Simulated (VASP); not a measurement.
Wanted: the native input for a VASP 6.6.1 run.

```yaml
Task: relaxation of cell and atoms
Functional: PBE
Potentials_or_basis: VASP PAW PBE potentials, release 64 (Be, Cd, O)
Cutoff: 520 eV
k_mesh: 3 × 3 × 3
Occupations: gaussian, width 0.15 eV
Spin: no spin polarisation
Further_INCAR_settings: PREC = Normal; ALGO = Fast; EDIFF = 0.0001; IBRION = 2; EDIFFG = -0.08; NSW = 24; ISIF = 3
```

The structure of Be3CdO4 lies in POSCAR:

```
Be3CdO4
1.0
    4.7814191900      0.0000000000      0.0000000000
    0.0000000000      4.7814191900      0.0000000000
    0.0000000000      0.0000000000      4.7814191900
Be Cd O
3 1 4
Direct
    0.0000000000      0.0000000000      0.5000000000
    0.0000000000      0.5000000000      0.0000000000
    0.5000000000      0.0000000000      0.0000000000
    0.0000000000      0.0000000000      0.0000000000
    0.2090020000      0.2090020000      0.2090020000
    0.2090020000      0.7909980000      0.7909980000
    0.7909980000      0.2090020000      0.7909980000
    0.7909980000      0.7909980000      0.2090020000
```

The cell was built by a generator and needn't be a form met in nature.

One way to write it, as run:

INCAR

```
SYSTEM = Be3CdO4
PREC = Normal
ENCUT = 520
EDIFF = 1E-4
ISMEAR = 0
SIGMA = 0.15
LREAL = .False.
LASPH = .True.
NELM = 60
ALGO = Fast
ISIF = 3
LWAVE = .False.
LCHARG = .False.
GGA = PE
IBRION = 2
NSW = 24
EDIFFG = -0.08
```

KPOINTS

```
Automatic mesh
0
Gamma
  3 3 3
  0 0 0
```

Potentials or basis: VASP PAW PBE potentials, release 64 (Be, Cd, O).

Run with:

```sh
$ cat potpaw_PBE.64/Be/POTCAR potpaw_PBE.64/Cd/POTCAR potpaw_PBE.64/O/POTCAR > POTCAR
$ mpirun -np 1 vasp_std > vasp.out
```

It gave:

The relaxed volume is 11.83 Å³/atom and the relaxed cell is a = 4.557 Å, b = 4.557 Å, c = 4.557 Å, α = 90.00°, β = 90.00°, γ = 90.00°. The space group after relaxing (to 0.05 Å) is P-43m (No. 215) and the energy gained by relaxing is 1065.1 meV/atom. The ionic steps are 13, the pressure after relaxing is -0.5 GPa and the largest force after relaxing is 0.005 eV/Å. The band gap on the k mesh is 1.98 eV, direct.

Caveat: the k mesh is coarse (spacing up to 0.44 Å⁻¹), so the values aren't converged.

It took 62 s on 1 thread of Intel(R) Xeon(R) 6975P-C (Granite Rapids) (shared host), peak memory 0.17 GiB.
